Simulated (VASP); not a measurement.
Given:

```xyz
3
Lattice="0.0000 2.5418 2.5418 2.5418 0.0000 2.5418 2.5418 2.5418 0.0000" Properties=species:S:1:pos:R:3 pbc="T T T"
Hf     0.0000     0.0000     0.0000
O      1.2709     1.2709     1.2709
O      3.8127     3.8127     3.8127
```

All values below come from PBE GGA, VASP's PBE PAW potentials (set 64) (plane waves; VASP). Numerical set-up: 400 eV cut-off, 9×9×9 Γ-centred mesh, Fermi-Dirac smearing of 0.020 eV, potentials Hf_pv O.

Unless said otherwise, spin-orbit coupling is left out, though it shifts the bands of the heavy elements here.

**Question.** Give the energies of bands 6 to 14 at the high-symmetry points, in eV from the valence-band maximum.

**Answer.** 
```tsv
band	Γ	X	U	L	W
6	-5.30	-6.42	-5.77	-4.27	-5.26
7	-5.30	-3.45	-4.00	-4.27	-5.02
8	-5.30	-3.45	-3.33	-3.03	-2.54
9	-0.61	-1.51	-2.22	-2.71	-2.54
10	-0.61	-1.51	-1.30	-1.82	-1.38
11	-0.61	0.00	-0.34	-1.82	-0.21
12	3.87	3.79	4.31	4.58	4.80
13	3.87	5.47	5.39	4.58	5.12
14	5.77	6.56	6.85	6.91	7.01
```

The gap is direct, 3.79 eV, from the valence maximum at X to the conduction minimum at X.

The structure is a typed HfO2 crystal (Fm-3m). The cell was not relaxed at this level.
